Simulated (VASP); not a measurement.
Here is the system:

```
CELL_PARAMETERS angstrom
      0.00000     3.52448     3.52448
      3.52448     0.00000     3.52448
      3.52448     3.52448     0.00000
ATOMIC_POSITIONS crystal
  Ba 0.00000 0.00000 0.00000
  Te 0.50000 0.50000 0.50000
```

These are r2SCAN+rVV10, VASP's PBE PAW potentials (set 64) (plane waves; VASP) values and carry that method's errors. Numerical set-up: 520 eV cut-off, 7×7×7 Γ-centred mesh, tetrahedra with Blöchl corrections, potentials Ba_sv Te.

Unless said otherwise, spin-orbit coupling is left out, though it shifts the bands of the heavy elements here.

Give the energies of bands 6 to 11 at the high-symmetry points, in eV from the valence-band maximum.

```tsv
band	Γ	X	U	L	W
6	0.00	-1.16	-1.24	-2.19	-1.24
7	0.00	-0.39	-1.07	-1.08	-0.95
8	0.00	-0.39	-0.76	-1.08	-0.95
9	3.33	1.87	2.94	4.54	3.89
10	3.33	4.92	5.42	5.19	3.89
11	3.33	5.22	5.62	5.35	5.36
```

The gap is indirect, 1.87 eV, from the valence maximum at Γ to the conduction minimum at X.

The compound is BaTe in the rock salt structure. It was relaxed first.
